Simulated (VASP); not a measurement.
Given:

```
BaPd2As2
1.0
   -2.22467     2.22467     5.24772
    2.22467    -2.22467     5.24772
    2.22467     2.22467    -5.24772
Ba As Pd
1 2 2
Cartesian
  0.00000   0.00000   0.00000
  0.00000   0.00000   6.62791
  0.00000   0.00000   3.86752
  2.22467   0.00000   2.62386
  0.00000   2.22467   2.62386
```

The numbers are results of PBEsol GGA, VASP's PBE PAW potentials (set 64) (plane waves; VASP 6.6.1), not measurements. Numerical set-up: 400 eV cut-off, 11×11×11 Γ-centred mesh, tetrahedra with Blöchl corrections, potentials Ba_sv As Pd.

Unless said otherwise, spin-orbit coupling is left out, though it shifts the bands of the heavy elements here.

Task: Predict the energy per atom (σ→0), band gap (on the k-mesh) with the smallest direct gap where there is one.

Result: 
```yaml
band gap (on the k-mesh): none (metal, semimetal or under 0.01 eV)
energy per atom (σ→0): -5.626 eV/atom
```

Total energies compare only between runs with the same potentials, cut-off and functional.

The structure comes from a computed database's BaPd2As2 entry (I4/mmm); how it stands against other phases isn't given here. It was relaxed first, which changed the volume by -5 %.
